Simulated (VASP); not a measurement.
**Sn2Pt: convergence with the smearing and SCF solver**

Aim: find what the smearing and SCF solver change for Sn2Pt, and what they cost. The atoms are off their equilibrium sites, so that forces can be compared too. The series runs use PBEsol. The smearing tried: ISMEAR = 0, SIGMA = 0.01; ISMEAR = 0, SIGMA = 0.05; ISMEAR = 0, SIGMA = 0.1; ISMEAR = 0, SIGMA = 0.2; ISMEAR = 0, SIGMA = 0.5; ISMEAR = 2, SIGMA = 0.01; ISMEAR = 2, SIGMA = 0.05; ISMEAR = 2, SIGMA = 0.1; ISMEAR = 2, SIGMA = 0.2; ISMEAR = 2, SIGMA = 0.5; ISMEAR = -5. The SCF solver tried: ALGO = Normal; ALGO = Fast; ALGO = VeryFast; ALGO = All; ALGO = Damped; AMIX = 0.1, BMIX = 0.01; AMIX = 0.8; IMIX = 1, AMIX = 0.2. The atoms of the start are displaced at random from the sites of a Fm-3m cell.

Main program and level: VASP 6.6.1; PBEsol; plane waves and PAW (Sn_d, Pt).

The database entry behind the starting cell differs from later determinations by our own check (0.1 to 0.3 % short, probably kX units), so it need not match the best structure at ambient conditions.

## 1. The structure

It takes space group Cm (No. 8, monoclinic). That holds within 0.01 Å; VASP, at its tighter tolerance, finds 1 operation. Conventional cell: a = 7.869 Å, b = 4.543 Å, c = 4.543 Å, α = 90.00°, β = 125.26°, γ = 90.00°. Nearest to Sn lie 4 Pt at 2.76 to 2.85 Å. Sn has 4 Pt at 2.77 to 2.80 Å nearest. Nearest to Pt lie 8 Sn at 2.76 to 2.85 Å. Farther neighbours are not listed. That group holds within 0.01 Å; judged at 0.001 Å it is P1 (No. 1).

## 2. Smearing: ISMEAR = 0, SIGMA = 0.01

Smearing steadies the sum over the Fermi surface at the price of an entropy term. PBEsol restores the gradient expansion of exchange and is tuned for the cells of solids.

INCAR

```
SYSTEM = Sn2Pt
PREC = Accurate
ENCUT = 400
EDIFF = 1E-06
NELM = 100
ISMEAR = 0
SIGMA = 0.01
LREAL = .FALSE.
ALGO = Normal
GGA = PS
NBANDS = 25
LASPH = .TRUE.
LORBIT = 11
LWAVE = .FALSE.
LCHARG = .FALSE.
KPAR = 4
ISIF = 2
```

POSCAR

```
Sn2Pt
1.0
    0.0000000000      3.2125000000      3.2125000000
    3.2125000000      0.0000000000      3.2125000000
    3.2125000000      3.2125000000      0.0000000000
Sn Pt
2 1
Direct
    0.2539900000      0.2477940000      0.2420800000
    0.7475320000      0.7448380000      0.7577600000
   -0.0018900000     -0.0094730000      0.0106570000
```

KPOINTS

```
Automatic mesh
0
Gamma
5 5 5
0 0 0
```

PAW data sets: Sn_d and Pt (PBE family, release 64).

The run is started by

```console
mpirun -np 4 vasp_std
```

What it wrote:

```text
[banner, memory and clock lines left out]
running    4 mpi-ranks, on    1 nodes
 distrk:  each k-point on    1 cores,    4 groups
 distr:  one band on    1 cores,    1 groups

 POSCAR found type information on POSCAR SnPt
 POSCAR found :  2 types and       3 ions
|                                                                             |
|               ----> ADVICE to this user running VASP <----                  |
|                                                                             |
|     You enforced a specific xc type in the INCAR file but a different       |
|     [... a line on the potential file left out ...]
|     I HOPE YOU KNOW WHAT YOU ARE DOING!                                     |
|                                                                             |

 LDA part: xc-table for (Slater+PW92), standard interpolation
 POSCAR, INCAR and KPOINTS ok, starting setup
 FFT: planning ... GRIDC
 FFT: planning ... GRID_SOFT
 FFT: planning ... GRID
 WAVECAR not read
 entering main loop
       N       E                     dE             d eps       ncg     rms          rms(c)
DAV:   1     0.303027342159E+03    0.30303E+03   -0.16653E+04  3344   0.199E+03
DAV:   2     0.155728746077E+02   -0.28745E+03   -0.28022E+03  3239   0.465E+02
DAV:   3    -0.163505104285E+02   -0.31923E+02   -0.31404E+02  3690   0.147E+02
DAV:   4    -0.173181833114E+02   -0.96767E+00   -0.96509E+00  3664   0.277E+01
DAV:   5    -0.173480708378E+02   -0.29888E-01   -0.29879E-01  4397   0.463E+00    0.838E+00
DAV:   6    -0.169554573659E+02    0.39261E+00   -0.16581E+00  3260   0.864E+00    0.358E+00
DAV:   7    -0.168593280347E+02    0.96129E-01   -0.19896E-01  3994   0.443E+00    0.226E+00
DAV:   8    -0.168250283217E+02    0.34300E-01   -0.74027E-02  3651   0.221E+00    0.259E-01
DAV:   9    -0.168246120596E+02    0.41626E-03   -0.49149E-03  3860   0.814E-01    0.155E-01
DAV:  10    -0.168247605689E+02   -0.14851E-03   -0.77630E-04  3380   0.288E-01    0.378E-02
DAV:  11    -0.168247946268E+02   -0.34058E-04   -0.48320E-05  3365   0.601E-02    0.782E-03
DAV:  12    -0.168248018935E+02   -0.72667E-05   -0.99339E-06  3355   0.305E-02    0.619E-03
DAV:  13    -0.168248020121E+02   -0.11854E-06   -0.12492E-06  2919   0.647E-03
   1 F= -.16824802E+02 E0= -.16824693E+02  d E =-.218608E-03
```

Elapsed: 20 s, on 4 MPI ranks of AMD EPYC 7R43, shared host; peak memory 0.72 GiB; 76 s of CPU time.

The logs omit lines about the potential files and the build; timing stands in the text.

From OUTCAR (step 2):

```text
ion  position               nearest neighbor table
   1  0.254  0.248  0.242-   3 2.76   3 2.76   3 2.76   3 2.85   2 3.17   2 3.18   2 3.18   2 3.24
                             2 3.24   2 3.25
   2  0.748  0.745  0.758-   3 2.77   3 2.78   3 2.78   3 2.80   1 3.17   1 3.18   1 3.18   1 3.24
                             1 3.24   1 3.25
   3  0.998  0.991  0.011-   1 2.76   1 2.76   1 2.76   2 2.77   2 2.78   2 2.78   2 2.80   1 2.85

  LATTYP: Found a face centered cubic cell.
 ALAT       =     6.4250000000

 Subroutine GETGRP returns: Found  1 space group operations
 (whereof  1 operations were pure point group operations)

The static configuration has the point symmetry C_1 .

 Found     63 irreducible k-points:

   k-points           NKPTS =     63   k-points in BZ     NKDIM =     63   number of bands    NBANDS=     25

   dimension x,y,z NGX =    30 NGY =   30 NGZ =   30
   dimension x,y,z NGXF=    60 NGYF=   60 NGZF=   60

   ENCUT  =  400.0 eV  29.40 Ry    5.42 a.u.   7.41  7.41  7.41*2*pi/ulx,y,z

   NELECT =      38.0000    total number of electrons

 k-points in reciprocal lattice and weights: Automatic mesh
   0.00000000  0.00000000  0.00000000       0.008
   0.20000000  0.00000000  0.00000000       0.016
   0.00000000  0.20000000  0.00000000       0.016
   0.00000000  0.00000000  0.20000000       0.016
   0.20000000  0.20000000  0.20000000       0.016
   0.40000000  0.00000000  0.00000000       0.016
   0.00000000  0.40000000  0.00000000       0.016
   0.00000000  0.00000000  0.40000000       0.016
   0.40000000  0.40000000  0.40000000       0.016
[...]
-0.40000000  0.20000000 -0.20000000       0.016
   0.20000000  0.40000000 -0.40000000       0.016

 average (electrostatic) potential at core
       1 -97.6066       2 -97.6061       3 -65.0213

 E-fermi :   9.4886

 k-point     1 :       0.0000    0.0000    0.0000
  band No.  band energies     occupation
    ...
     13       4.0753      2.00000
     14       4.1289      2.00000
     15       5.7638      2.00000
     16       5.7643      2.00000
     17       6.5538      2.00000
     18      11.7939      0.00000
     19      11.8467      0.00000
     20      11.8625      0.00000
     21      12.0751      0.00000
     22      12.1134      0.00000
    ...

 k-point     2 :       0.2000    0.0000    0.0000
  band No.  band energies     occupation
    ...
     14       4.3103      2.00000
     15       5.6761      2.00000
     16       5.6812      2.00000
     17       7.3129      2.00000
     18       8.8695      2.00000
     19      10.2776      0.00000
     20      10.4395      0.00000
     21      11.9722      0.00000
     22      12.4356      0.00000
     23      12.5588      0.00000
    ...

 k-point     3 :       0.0000    0.2000    0.0000
  band No.  band energies     occupation
    ...
     14       4.3047      2.00000
     15       5.6787      2.00000
     16       5.6832      2.00000
     17       7.3151      2.00000
     18       8.8869      2.00000
     19      10.2762      0.00000
     20      10.4505      0.00000
     21      11.9559      0.00000
     22      12.4231      0.00000
     23      12.5587      0.00000
    ...

  Total        0.4525583      0.4634918      0.4615105     -0.2396444      0.3263787      0.2327427
  in kB       10.9351750     11.1993614     11.1514860     -5.7905320      7.8862952      5.6237655
  external PRESSURE =      11.0953408 kB  Pullay stress =       0.0000000 kB

  energy-cutoff  :      400.00
  volume of cell :       66.31
      direct lattice vectors                 reciprocal lattice vectors
     0.000000000  3.212500000  3.212500000    -0.155642023  0.155642023  0.155642023
     3.212500000  0.000000000  3.212500000     0.155642023 -0.155642023  0.155642023
     3.212500000  3.212500000  0.000000000     0.155642023  0.155642023 -0.155642023

 POSITION                                       TOTAL-FORCE (eV/Angst)
 -----------------------------------------------------------------------------------
      1.57372      1.59362      1.61198         0.213989      0.204121     -0.211260
      4.82710      4.83575      4.79424        -0.119518     -0.036291      0.034426
      3.21630      3.24066      6.38850        -0.094471     -0.167830      0.176834
 -----------------------------------------------------------------------------------
    total drift:                               -0.000526      0.000081     -0.000227

  FREE ENERGIE OF THE ION-ELECTRON SYSTEM (eV)
  ---------------------------------------------------
  free  energy   TOTEN  =       -16.8248020121 eV

  energy  without entropy=      -16.8245834044  energy(sigma->0) =      -16.82469271

 total charge
# of ion       s       p       d       tot
------------------------------------------
    1        1.163   1.089  10.042  12.294
    2        1.162   1.089  10.041  12.293
    3        0.693   0.625   8.120   9.438
--------------------------------------------------
tot          3.017   2.803  28.204  34.024

[... 3 further parts left out ...]
```

The k-mesh is coarse for a metal. The PAW data sets were made with PBE, which is usual practice but a small mismatch for other functionals.

Numbers from this step:

* SCF cycles: 13
* electrons: 38
* bands: 25
* irreducible k-points: 63
* symmetry operations: 1
* free energy (TOTEN): -16.82 eV
* energy at zero smearing: -16.82 eV
* Fermi energy: 9.489 eV
* pressure: 1.110 GPa
* metallic: yes

The series starts at -5.6082 eV an atom and 1.11 GPa, after 13 cycles in 20 s. The entropy term T·S comes to 0.07 meV an atom in size.

## 3. Smearing: ISMEAR = 0, SIGMA = 0.05

INCAR: that of step 2 with these lines changed.

```diff
@@ -6,3 +6,3 @@
 ISMEAR = 0
-SIGMA = 0.01
+SIGMA = 0.05
 LREAL = .FALSE.
```

POSCAR is that of step 2.

KPOINTS is that of step 2.

The run is started by

```console
mpirun -np 4 vasp_std
```

What it wrote:

```text
[banner, memory and clock lines left out]
running    4 mpi-ranks, on    1 nodes
[...]
[... a notice as in an earlier step ...]

 LDA part: xc-table for (Slater+PW92), standard interpolation
 POSCAR, INCAR and KPOINTS ok, starting setup
[...]
entering main loop
       N       E                     dE             d eps       ncg     rms          rms(c)
DAV:   1     0.303026759251E+03    0.30303E+03   -0.16653E+04  3344   0.199E+03
DAV:   2     0.155723783442E+02   -0.28745E+03   -0.28021E+03  3239   0.465E+02
DAV:   3    -0.163528034179E+02   -0.31925E+02   -0.31409E+02  3690   0.147E+02
DAV:   4    -0.173210324238E+02   -0.96823E+00   -0.96569E+00  3664   0.277E+01
[...]
DAV:  11    -0.168272344067E+02   -0.32154E-04   -0.51873E-05  3418   0.577E-02    0.877E-03
DAV:  12    -0.168272413626E+02   -0.69559E-05   -0.14002E-05  3298   0.401E-02    0.649E-03
DAV:  13    -0.168272415708E+02   -0.20828E-06   -0.14098E-06  2987   0.672E-03
   1 F= -.16827242E+02 E0= -.16824903E+02  d E =-.467615E-02
```

The job ended after 20 s (4 MPI ranks; peak memory 0.7 GiB).

From OUTCAR (step 3):

```text
  Total        0.4632138      0.4637582      0.4627404     -0.2249559      0.2996309      0.2193671
  in kB       11.1926442     11.2057976     11.1812039     -5.4356127      7.2399873      5.3005723
  external PRESSURE =      11.1932153 kB  Pullay stress =       0.0000000 kB

 POSITION                                       TOTAL-FORCE (eV/Angst)
 -----------------------------------------------------------------------------------
      1.57372      1.59362      1.61198         0.233439      0.218908     -0.226544
      4.82710      4.83575      4.79424        -0.138605     -0.050973      0.049603
      3.21630      3.24066      6.38850        -0.094834     -0.167936      0.176941
 -----------------------------------------------------------------------------------
    total drift:                               -0.000536      0.000078     -0.000223

  FREE ENERGIE OF THE ION-ELECTRON SYSTEM (eV)
  ---------------------------------------------------
  free  energy   TOTEN  =       -16.8272415708 eV

  energy  without entropy=      -16.8225654165  energy(sigma->0) =      -16.82490349

[... 2 parts as in an earlier step ...]

[... 1 further part left out ...]
[key lines of the parts left out:]
E-fermi :   9.4807
```

Against the run before the energy at zero width moves by -0.07 meV an atom and the pressure by +0.01 GPa, after 13 cycles in 20 s. The entropy term T·S comes to 1.56 meV an atom in size.

## 4. Smearing: ISMEAR = 0, SIGMA = 0.1

INCAR: that of step 3 with these lines changed.

```diff
@@ -6,3 +6,3 @@
 ISMEAR = 0
-SIGMA = 0.05
+SIGMA = 0.1
 LREAL = .FALSE.
```

POSCAR is that of step 3.

KPOINTS is that of step 3.

The run is started by

```console
mpirun -np 4 vasp_std
```

What it wrote:

```text
[... set-up lines as in an earlier step ...]
 entering main loop
       N       E                     dE             d eps       ncg     rms          rms(c)
DAV:   1     0.303025347815E+03    0.30303E+03   -0.16653E+04  3344   0.199E+03
DAV:   2     0.155709983316E+02   -0.28745E+03   -0.28021E+03  3239   0.465E+02
DAV:   3    -0.163578368347E+02   -0.31929E+02   -0.31415E+02  3690   0.147E+02
DAV:   4    -0.173268617765E+02   -0.96902E+00   -0.96647E+00  3664   0.277E+01
[...]
DAV:  11    -0.168327175673E+02   -0.30652E-04   -0.53827E-05  3441   0.602E-02    0.910E-03
DAV:  12    -0.168327247640E+02   -0.71968E-05   -0.14233E-05  3284   0.395E-02    0.661E-03
DAV:  13    -0.168327250027E+02   -0.23872E-06   -0.14481E-06  3019   0.676E-03
   1 F= -.16832725E+02 E0= -.16826723E+02  d E =-.120033E-01
```

It took 20 s on 4 MPI ranks; peak memory 0.7 GiB.

From OUTCAR (step 4):

```text
  Total        0.4751861      0.4700558      0.4693045     -0.2011544      0.2676161      0.1960013
  in kB       11.4819312     11.3579675     11.3398124     -4.8604978      6.4664116      4.7359831
  external PRESSURE =      11.3932370 kB  Pullay stress =       0.0000000 kB

 POSITION                                       TOTAL-FORCE (eV/Angst)
 -----------------------------------------------------------------------------------
      1.57372      1.59362      1.61198         0.246831      0.228537     -0.236381
      4.82710      4.83575      4.79424        -0.152208     -0.060901      0.059742
      3.21630      3.24066      6.38850        -0.094623     -0.167636      0.176639
 -----------------------------------------------------------------------------------
    total drift:                               -0.000530      0.000085     -0.000230

  FREE ENERGIE OF THE ION-ELECTRON SYSTEM (eV)
  ---------------------------------------------------
  free  energy   TOTEN  =       -16.8327250027 eV

  energy  without entropy=      -16.8207217224  energy(sigma->0) =      -16.82672336

[... 2 parts as in an earlier step ...]

[... 1 further part left out ...]
[key lines of the parts left out:]
E-fermi :   9.4653
```

Against the run before the energy at zero width moves by -0.61 meV an atom and the pressure by +0.02 GPa, after 13 cycles in 20 s. The entropy term T·S comes to 4.00 meV an atom in size.

## 5. Smearing: ISMEAR = 0, SIGMA = 0.2

INCAR: that of step 4 with these lines changed.

```diff
@@ -6,3 +6,3 @@
 ISMEAR = 0
-SIGMA = 0.1
+SIGMA = 0.2
 LREAL = .FALSE.
```

POSCAR is that of step 4.

KPOINTS is that of step 4.

The run is started by

```console
mpirun -np 4 vasp_std
```

What it wrote:

```text
[... set-up lines as in an earlier step ...]
 entering main loop
       N       E                     dE             d eps       ncg     rms          rms(c)
DAV:   1     0.303019806859E+03    0.30302E+03   -0.16653E+04  3344   0.199E+03
DAV:   2     0.155650515599E+02   -0.28745E+03   -0.28020E+03  3239   0.465E+02
DAV:   3    -0.163707202438E+02   -0.31936E+02   -0.31431E+02  3690   0.147E+02
DAV:   4    -0.173406688130E+02   -0.96995E+00   -0.96744E+00  3664   0.277E+01
[...]
DAV:  11    -0.168457599413E+02   -0.30055E-04   -0.57007E-05  3441   0.617E-02    0.947E-03
DAV:  12    -0.168457669884E+02   -0.70472E-05   -0.14873E-05  3284   0.402E-02    0.677E-03
DAV:  13    -0.168457672627E+02   -0.27428E-06   -0.15370E-06  3020   0.698E-03
   1 F= -.16845767E+02 E0= -.16831559E+02  d E =-.284172E-01
```

Wall time 19 s (4 MPI ranks); peak memory 0.72 GiB.

From OUTCAR (step 5):

```text
  Total        0.4864191      0.4787016      0.4780759     -0.1842099      0.2446956      0.1794011
  in kB       11.7533540     11.5668758     11.5517562     -4.4510675      5.9125834      4.3348714
  external PRESSURE =      11.6239953 kB  Pullay stress =       0.0000000 kB

 POSITION                                       TOTAL-FORCE (eV/Angst)
 -----------------------------------------------------------------------------------
      1.57372      1.59362      1.61198         0.253506      0.233673     -0.241603
      4.82710      4.83575      4.79424        -0.159062     -0.066263      0.065192
      3.21630      3.24066      6.38850        -0.094445     -0.167409      0.176411
 -----------------------------------------------------------------------------------
    total drift:                               -0.000530      0.000080     -0.000230

  FREE ENERGIE OF THE ION-ELECTRON SYSTEM (eV)
  ---------------------------------------------------
  free  energy   TOTEN  =       -16.8457672627 eV

  energy  without entropy=      -16.8173501040  energy(sigma->0) =      -16.83155868

[... 2 parts as in an earlier step ...]

[... 1 further part left out ...]
[key lines of the parts left out:]
E-fermi :   9.4263
```

Against the run before the energy at zero width moves by -1.61 meV an atom and the pressure by +0.02 GPa, after 13 cycles in 19 s. The entropy term T·S comes to 9.47 meV an atom in size.

## 6. Smearing: ISMEAR = 0, SIGMA = 0.5

INCAR: that of step 5 with these lines changed.

```diff
@@ -6,3 +6,3 @@
 ISMEAR = 0
-SIGMA = 0.2
+SIGMA = 0.5
 LREAL = .FALSE.
```

POSCAR is that of step 5.

KPOINTS is that of step 5.

The run is started by

```console
mpirun -np 4 vasp_std
```

What it wrote:

```text
[... set-up lines as in an earlier step ...]
 entering main loop
       N       E                     dE             d eps       ncg     rms          rms(c)
DAV:   1     0.302974201619E+03    0.30297E+03   -0.16653E+04  3344   0.199E+03
DAV:   2     0.155207989606E+02   -0.28745E+03   -0.28021E+03  3239   0.465E+02
DAV:   3    -0.164298832802E+02   -0.31951E+02   -0.31453E+02  3690   0.147E+02
DAV:   4    -0.174016565101E+02   -0.97177E+00   -0.96918E+00  3664   0.277E+01
[...]
DAV:  11    -0.169126252390E+02   -0.24906E-04   -0.59635E-05  3313   0.629E-02    0.103E-02
DAV:  12    -0.169126316466E+02   -0.64076E-05   -0.15348E-05  3393   0.401E-02    0.707E-03
DAV:  13    -0.169126318877E+02   -0.24107E-06   -0.14230E-06  2881   0.703E-03
   1 F= -.16912632E+02 E0= -.16835084E+02  d E =-.155095E+00
```

Elapsed: 20 s, on 4 MPI ranks; peak memory 0.7 GiB.

From OUTCAR (step 6):

```text
  Total        0.6840097      0.6721578      0.6716595     -0.1819976      0.2430461      0.1771654
  in kB       16.5277395     16.2413611     16.2293215     -4.3976124      5.8727273      4.2808499
  external PRESSURE =      16.3328074 kB  Pullay stress =       0.0000000 kB

 POSITION                                       TOTAL-FORCE (eV/Angst)
 -----------------------------------------------------------------------------------
      1.57372      1.59362      1.61198         0.222923      0.210833     -0.218291
      4.82710      4.83575      4.79424        -0.129555     -0.045177      0.043700
      3.21630      3.24066      6.38850        -0.093368     -0.165657      0.174590
 -----------------------------------------------------------------------------------
    total drift:                               -0.000522      0.000090     -0.000240

  FREE ENERGIE OF THE ION-ELECTRON SYSTEM (eV)
  ---------------------------------------------------
  free  energy   TOTEN  =       -16.9126318877 eV

  energy  without entropy=      -16.7575367782  energy(sigma->0) =      -16.83508433

[... 2 parts as in an earlier step ...]

[... 1 further part left out ...]
[key lines of the parts left out:]
E-fermi :   9.3744
```

Against the run before the energy at zero width moves by -1.18 meV an atom and the pressure by +0.47 GPa, after 13 cycles in 20 s. The entropy term T·S comes to 51.70 meV an atom in size.

(Continued in part 2 of 4.)

[Lines on the potential files, build, host, timing and source positions are cut from VASP's logs without a mark.]

[Logs are printed without paths, hosts, clocks, repeated set-up lines and the standing remarks that a program may print on its own settings, such as how far it seeks lower states.]

[Hosts, paths, dates, database ids (printed as entryN), source tags and the programs' standing remarks are cut or masked in the printed files.]

[A measured line is paired with the nearest computed mode of its activity, which favours agreement.]

[In band tables of VASP the shares of atoms and orbitals are scaled to a sum of 1 inside the atoms' spheres.]
